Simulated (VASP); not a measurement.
# TaMo2C3 (P-6m2) in VASP: settings compared

The runs below take TaMo2C3 through relaxation of cell and atoms, single point, with PBE, r2SCAN.

Program: VASP 6.6.1. These are calculated values, not measurements. Logs are shortened: lines on timing, memory, paths and dates and some standing lists are left out, and cuts for length are marked.

### Step 1. The structure

Symmetry: P-6m2, No. 187, hexagonal system. The conventional cell has a = 2.954 Å, b = 2.954 Å, c = 8.570 Å, α = 90.00°, β = 90.00°, γ = 120.00°. Ta (site symmetry -6m2) is surrounded by 6 C at 2.27 Å. Around Mo (site symmetry 3m) lie 6 C at 2.19 to 2.21 Å. C (site symmetry 3m) is surrounded by 3 Mo at 2.19 Å and 3 Ta at 2.27 Å. Around C (site symmetry -6m2) lie 6 Mo at 2.21 Å.

The cell was built by a generator and needn't be a form met in nature.

### Step 2. Relaxation of cell and atoms, PBE

Contents of INCAR:

```
PREC = Accurate
ENCUT = 520
EDIFF = 1E-6
ISMEAR = 0
SIGMA = 0.1
LREAL = False
LASPH = True
NELM = 120
ALGO = Normal
ISIF = 3
LWAVE = False
LCHARG = False
GGA = PE
IBRION = 2
NSW = 90
EDIFFG = -0.01
KPAR = 4
```

Contents of KPOINTS:

```
Automatic mesh
0
Gamma
  12 12 4
```

Contents of POSCAR:

```
TaMo2C3
1.0
    2.9538964900      0.0000000000      0.0000000000
   -1.4769482500      2.5581494000      0.0000000000
    0.0000000000      0.0000000000      8.5700000000
Ta Mo C
1 2 3
Direct
    0.0000000000      0.0000000000      0.0000000000
    0.0000000000      0.0000000000      0.3354725800
    0.0000000000      0.0000000000      0.6645274200
    0.3333333300      0.6666666700      0.1753792300
    0.3333333300      0.6666666700      0.8246207700
    0.3333333300      0.6666666700      0.5000000000
```

Potentials or basis: VASP PAW PBE potentials, release 64 (Ta_pv, Mo_sv, C).

Command:

```console
> cat potpaw_PBE.64/Ta_pv/POTCAR potpaw_PBE.64/Mo_sv/POTCAR potpaw_PBE.64/C/POTCAR > POTCAR
> mpirun -np 4 vasp_std > vasp.out
```

OUTCAR:

```text
PREC = Accurate
   ENCUT = 520
   EDIFF = 1E-6
   ISMEAR = 0
   LREAL = False
   LASPH = True
   NELM = 120
   ISIF = 3
   GGA = PE
   IBRION = 2
   NSW = 90
   EDIFFG = -0.01

 ion  position               nearest neighbor table
   1  0.000  0.000  0.000-   4 2.27   5 2.27   4 2.27   5 2.27   4 2.27   5 2.27   2 2.88   3 2.88

   2  0.000  0.000  0.335-   4 2.19   4 2.19   4 2.19   6 2.21   6 2.21   6 2.21   3 2.82   1 2.88

   3  0.000  0.000  0.665-   5 2.19   5 2.19   5 2.19   6 2.21   6 2.21   6 2.21   2 2.82   1 2.88

   4  0.333  0.667  0.175-   2 2.19   2 2.19   2 2.19   1 2.27   1 2.27   1 2.27
   5  0.333  0.667  0.825-   3 2.19   3 2.19   3 2.19   1 2.27   1 2.27   1 2.27
   6  0.333  0.667  0.500-   2 2.21   3 2.21   2 2.21   3 2.21   2 2.21   3 2.21

  LATTYP: Found a hexagonal cell.
 ALAT       =     2.9538964900
 C/A-ratio  =     2.9012526434

  Lattice vectors:

 A1 = (   2.9538964900,   0.0000000000,   0.0000000000)
 A2 = (  -1.4769482500,   2.5581494000,   0.0000000000)
 A3 = (   0.0000000000,   0.0000000000,   8.5700000000)

Analysis of symmetry for initial positions (statically):
=====================================================================
 Subroutine PRICEL returns:
 Original cell was already a primitive cell.

 Routine SETGRP: Setting up the symmetry group for a
 hexagonal supercell.

 Subroutine GETGRP returns: Found 12 space group operations
 (whereof 12 operations were pure point group operations)
 out of a pool of 24 trial point group operations.

The static configuration has the point symmetry D_3h.

Analysis of symmetry for dynamics (positions and initial velocities):
=====================================================================
 Subroutine PRICEL returns:
 Original cell was already a primitive cell.

 Routine SETGRP: Setting up the symmetry group for a
 hexagonal supercell.

 Subroutine GETGRP returns: Found 12 space group operations
 (whereof 12 operations were pure point group operations)
 out of a pool of 24 trial point group operations.

The dynamic configuration has the point symmetry D_3h.

 Subroutine INISYM returns: Found 12 space group operations
 (whereof 12 operations are pure point group operations),
 and found     1 'primitive' translations

----------------------------------------------------------------------------------------

                                     Primitive cell

  volume of cell :      64.7593

  direct lattice vectors                    reciprocal lattice vectors
     2.953896490  0.000000000  0.000000000     0.338535898  0.195453792  0.000000000
    -1.476948250  2.558149400  0.000000000     0.000000000  0.390907583  0.000000000
     0.000000000  0.000000000  8.570000000     0.000000000  0.000000000  0.116686114

  length of vectors
     2.953896490  2.953896492  8.570000000     0.390907584  0.390907583  0.116686114

  position of ions in fractional coordinates (direct lattice)
     0.000000000  0.000000000  0.000000000
     0.000000000  0.000000000  0.335472580
     0.000000000  0.000000000  0.664527420
     0.333333330  0.666666670  0.175379230
     0.333333330  0.666666670  0.824620770
     0.333333330  0.666666670  0.500000000

  ion indices of the primitive-cell ions
   primitive index   ion index
                 1           1
                 2           2
                 3           3
                 4           4
                 5           5
                 6           6

----------------------------------------------------------------------------------------

 KPOINTS: Automatic mesh

Automatic generation of k-mesh.
 Grid dimensions read from file:
 generate k-points for:   12   12    4

 Generating k-lattice:

  Cartesian coordinates                     Fractional coordinates (reciprocal lattice)
     0.028211325  0.016287816  0.000000000     0.083333333  0.000000000  0.000000000
     0.000000000  0.032575632  0.000000000     0.000000000  0.083333333  0.000000000
     0.000000000  0.000000000  0.029171529     0.000000000  0.000000000  0.250000000

  Length of vectors
     0.032575632  0.032575632  0.029171529

  Shift w.r.t. Gamma in fractional coordinates (k-lattice)
     0.000000000  0.000000000  0.000000000

 Subroutine IBZKPT returns following result:
 ===========================================

 Found     57 irreducible k-points:

 Following reciprocal coordinates:
            Coordinates               Weight
  0.000000  0.000000  0.000000      1.000000
  0.083333 -0.000000  0.000000      6.000000
  0.166667 -0.000000  0.000000      6.000000
  0.250000  0.000000  0.000000      6.000000
  0.333333 -0.000000  0.000000      6.000000
  0.416667 -0.000000  0.000000      6.000000
[... 16 lines left out ...]
  0.250000  0.000000  0.250000     12.000000
  0.333333 -0.000000  0.250000     12.000000
 [... further k-points ...]
   k-points           NKPTS =     57   k-points in BZ     NKDIM =     57   number of bands    NBANDS=     30
   number of dos      NEDOS =    301   number of ions     NIONS =      6
   total plane-waves  NPLWV =  36864
   dimension x,y,z NGX =    24 NGY =   24 NGZ =   64
   dimension x,y,z NGXF=    48 NGYF=   48 NGZF=  128
   ions per type =               1   2   3
   NGX,Y,Z   is equivalent  to a cutoff of  13.51, 13.51, 12.42 a.u.
   NGXF,Y,Z  is equivalent  to a cutoff of  27.01, 27.01, 24.83 a.u.
 SYSTEM =  unknown system
   PREC   = accura    normal or accurate (medium, high low for compatibility)
   ISTART =      0    job   : 0-new  1-cont  2-samecut
   ICHARG =      2    charge: 1-file 2-atom 10-const
   ISPIN  =      1    spin polarized calculation?
   LNONCOLLINEAR =      F non collinear calculations
   LSORBIT =      F    spin-orbit coupling
   LASPH  =      T    aspherical Exc in radial PAW
   ENCUT  =  520.0 eV  38.22 Ry    6.18 a.u.   5.49  5.49 15.93*2*pi/ulx,y,z
   NELM   =    120;   NELMIN=  2; NELMDL= -5     # of ELM steps
   EDIFF  = 0.1E-05   stopping-criterion for ELM
   LREAL  =      F    real-space projection
   EDIFFG = -.1E-01   stopping-criterion for IOM
   NSW    =     90    number of steps for IOM
   IBRION =      2    ionic relax: 0-MD 1-quasi-New 2-CG
   NFREE  =      1    steps in history (QN), initial steepest desc. (CG)
   ISIF   =      3    stress and relaxation
   ISYM   =      2    0-nonsym 1-usesym 2-fastsym
   POTIM  = 0.5000    time-step for ionic-motion
   TEBEG  =    0.0;   TEEND  =   0.0 temperature during run
   PSTRESS=    0.0 pullay stress
   NELECT =      51.0000    total number of electrons
   NUPDOWN=      -1.0000    fix difference up-down
   EMIN   =  10.00;   EMAX   =-10.00  energy-range for DOS
   EFERMI =   0.00;   METHOD = LEGACY
   ISMEAR =     0;   SIGMA  =   0.10  broadening in eV -4-tet -1-fermi 0-gaus
   EFERMI_NEDOS =   21; number of points for ismear=-14 and -15
   IALGO  =     38    algorithm
   IMIX   =      4    mixing-type and parameters
     AMIX     =   0.40;   BMIX     =  1.00
     AMIX_MAG =   1.60;   BMIX_MAG =  1.00
  volume/ion in A,a.u.               =      10.79        72.84
  Fermi-wavevector in a.u.,A,eV,Ry     =   1.511811  2.856909 31.097110  2.285573
  Thomas-Fermi vector in A             =   2.621819
   LORBIT       =      0    0 simple, 1 ext, 2 COOP (PROOUT), +10 PAW based schemes
   GGA     = PE    functional components
   LHFCALC =     F    Hartree Fock is set to
   AEXX    =    0.0000 exact exchange contribution
   IVDW    =     0    specifies the selected vdW correction
   LEPSILON=     F    determine dielectric tensor
   LRPA    =     F    only Hartree local field effects (RPA)
 conjugate gradient relaxation of ions
 non-spin polarized calculation
 Gauss-broadening in eV      SIGMA  =   0.10
  energy-cutoff  :      520.00
  volume of cell :       64.76
 maximum number of plane-waves:      1784
 NGX is ok and might be reduce to    24
   NGX = 11   NGY = 11   NGZ = 31

--------------------------------------- Ionic step        1  -------------------------------------------

 number of electron      51.0000008 magnetization

 Free energy of the ion-electron system (eV)
  ---------------------------------------------------
  ext. energy  EPLUGINS =         0.00000000
  ---------------------------------------------------
  free energy    TOTEN  =       -62.21803739 eV

  energy without entropy =      -62.20928836  energy(sigma->0) =      -62.21366288

------------------------ aborting loop because EDIFF is reached ----------------------------------------

  FORCE on cell =-STRESS in cart. coord.  units (eV):
  Direction    XX          YY          ZZ          XY          YZ          ZX
  --------------------------------------------------------------------------------------
  -------------------------------------------------------------------------------------
  Total        0.3026387      0.3026387     -0.5046205     -0.0000000      0.0000000     -0.0000000
  in kB        7.4874351      7.4874351    -12.4845677     -0.0000000      0.0000000     -0.0000000
  external PRESSURE =       0.8301008 kB  Pullay stress =       0.0000000 kB
[... 225 lines left out ...]
  energy  without entropy=      -62.2104618169  energy(sigma->0) =      -62.21480029

--------------------------------------- Ionic step        7  -------------------------------------------

 number of electron      51.0000007 magnetization

 Free energy of the ion-electron system (eV)
  ---------------------------------------------------
  ext. energy  EPLUGINS =         0.00000000
  ---------------------------------------------------
  free energy    TOTEN  =       -62.21918133 eV

  energy without entropy =      -62.21048054  energy(sigma->0) =      -62.21483094

 E-fermi :   9.6796     XC(G=0): -13.3305

 val. band max:        9.6715273817   @ k =   0.5000   0.0000   0.0000
 cond. band min:       9.7057281998   @ k =   0.3333   0.1667   0.2500
 fundamental gap:      0.0342008181
 Fermi energy:         9.6795739923

 k-point     1 :       0.0000    0.0000    0.0000
  band No.  band energies     occupation
      1     -51.1621      2.00000
      2     -51.1200      2.00000
      3     -25.5104      2.00000
      4     -25.1819      2.00000
      5     -24.9106      2.00000
      6     -24.9106      2.00000
[... 781 lines left out ...]
     29      12.9340      0.00000
     30      13.1615      0.00000

 [... further k-points ...]
[... 5 lines left out ...]
  --------------------------------------------------------------------------------------
  -------------------------------------------------------------------------------------
  Total       -0.0149672     -0.0149672      0.0032416      0.0000000      0.0000000     -0.0000000
  in kB       -0.3700037     -0.3700037      0.0801365      0.0000000      0.0000000     -0.0000000
  external PRESSURE =      -0.2199570 kB  Pullay stress =       0.0000000 kB
[... 21 lines left out ...]
  FREE ENERGIE OF THE ION-ELECTRON SYSTEM (eV)
  ---------------------------------------------------
  free  energy   TOTEN  =       -62.2191813328 eV

  energy  without entropy=      -62.2104805443  energy(sigma->0) =      -62.21483094

 reached required accuracy - stopping structural energy minimisation
```

It took 2 min on 4 MPI ranks of Intel Xeon Platinum 8259CL at 2.50GHz (Skylake/Cascade Lake), shared host; peak memory 0.27 GiB.

Results:

| Item | Value |
| --- | --- |
| Free energy | -62.2192 eV |
| Relaxed volume | 10.80 Å³/atom |
| Relaxed cell | a = 2.958 Å, b = 2.958 Å, c = 8.553 Å, α = 90.00°, β = 90.00°, γ = 120.00° |
| Space group after relaxing (to 0.05 Å) | P-6m2 (No. 187) |
| Energy gained by relaxing | 0.2 meV/atom |
| Ionic steps | 7 |
| Pressure after relaxing | 0.0 GPa |
| Largest force after relaxing | 0.008 eV/Å |
| Band gap on the k mesh | none (metal or under the smearing width) |

Forces on the atoms (eV/Å):
```
Ta   0.000  0.000  0.000
Mo   0.000  0.000  0.008
Mo   0.000  0.000 -0.008
C    0.000  0.000 -0.001
C    0.000  0.000  0.001
C    0.000  0.000  0.000
```

Step by step:
| step | energy change (eV) | largest force (eV/Å) | pressure (GPa) | volume (Å³) |
| --- | --- | --- | --- | --- |
| 1 | 0.0000 | 0.1067 | 0.08 | 64.76 |
| 2 | 0.0002 | 0.1420 | 0.15 | 64.81 |
| 3 | -0.0011 | 0.0114 | 0.12 | 64.78 |
| 4 | -0.0011 | 0.0152 | 0.12 | 64.79 |
| 5 | -0.0011 | 0.0181 | 0.13 | 64.79 |
| 6 | -0.0011 | 0.0114 | -0.21 | 64.86 |
| 7 | -0.0011 | 0.0079 | -0.02 | 64.81 |

Final structure:
```
CELL_PARAMETERS angstrom
2.95804 0.00000 0.00000
-1.47902 2.56174 0.00000
0.00000 0.00000 8.55274
ATOMIC_POSITIONS crystal
Ta 0.00000 0.00000 0.00000
Mo 0.00000 0.00000 0.33520
Mo 0.00000 0.00000 0.66480
C 0.33333 0.66667 0.17553
C 0.33333 0.66667 0.82447
C 0.33333 0.66667 0.50000
```

[end of part 1 of 2]
